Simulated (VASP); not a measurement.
Here is the system:

```yaml
crystal:
  lattice:
    - [1.56103, -2.70378, 0.00000]
    - [1.56103, 2.70378, 0.00000]
    - [0.00000, 0.00000, 5.12662]
  atoms:
    - { symbol: Si, position: [0.66667, 0.33333, 0.49958] }
    - { symbol: Si, position: [0.33333, 0.66667, 0.99958] }
    - { symbol: C, position: [0.66667, 0.33333, 0.87542] }
    - { symbol: C, position: [0.33333, 0.66667, 0.37542] }
```

Calculation: PBE GGA, VASP's PBE PAW potentials (set 64) (plane waves; VASP). Settings: 600 eV cut-off, 8×8×4 Γ-centred mesh, Gaussian smearing of 0.050 eV, potentials Si C.

Problem. Give the stress tensor in GPa (positive for a compressed cell).

Solution. 
```
-6.07   0.00   0.00
 0.00  -6.07   0.00
 0.00   0.00  -6.24
```
The pressure is its mean diagonal, -6.13 GPa.

The compound is SiC in the wurtzite structure, the rare 2H polytype. This cell was strained or had an atom moved on purpose.
